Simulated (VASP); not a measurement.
Here is a VASP 6.6.1 calculation.

File INCAR:

```
  ALGO = Fast
  EDIFF = 1E-7
  EDIFFG = -0.001
  ENCUT = 600
  GGA = PS
  IBRION = 2
  ISIF = 3
  ISMEAR = -1
  LASPH = True
  LCHARG = False
  LREAL = False
  LWAVE = False
  NELM = 80
  NSW = 80
  PREC = Accurate
  SIGMA = 0.15
```

The input KPOINTS:

```
k-points
0
Gamma
  16 16 16
```

POSCAR

```
ZrC
1.0
    0.0000000000      2.3345629339      2.3345629339
    2.3345629339      0.0000000000      2.3345629339
    2.3345629339      2.3345629339      0.0000000000
Zr C
1 1
Direct
    0.5000000000      0.5000000000      0.5000000000
    0.0000000000      0.0000000000      0.0000000000
```

Potentials or basis: VASP PAW PBE potentials, release 64 (Zr_sv, C).

The run is started by

```console
$ cat potpaw_PBE.64/Zr_sv/POTCAR potpaw_PBE.64/C/POTCAR > POTCAR
$ mpirun -np 1 vasp_std > vasp.out
```

(1) Predict the relaxed volume.

(2) What does it give for the band gap on the k mesh?

(3) Estimate the relaxed cell.

(4) What does it give for the space group after relaxing (to 0.05 Å)?

Results:

(1) 12.74 Å³/atom.

(2) none (metal or under the smearing width).

(3) a = 3.303 Å, b = 3.303 Å, c = 3.303 Å, α = 60.00°, β = 60.00°, γ = 60.00°.

(4) Fm-3m (No. 225).

Caveat: the PAW data sets were made with another functional, which shifts forces and pressure a little.
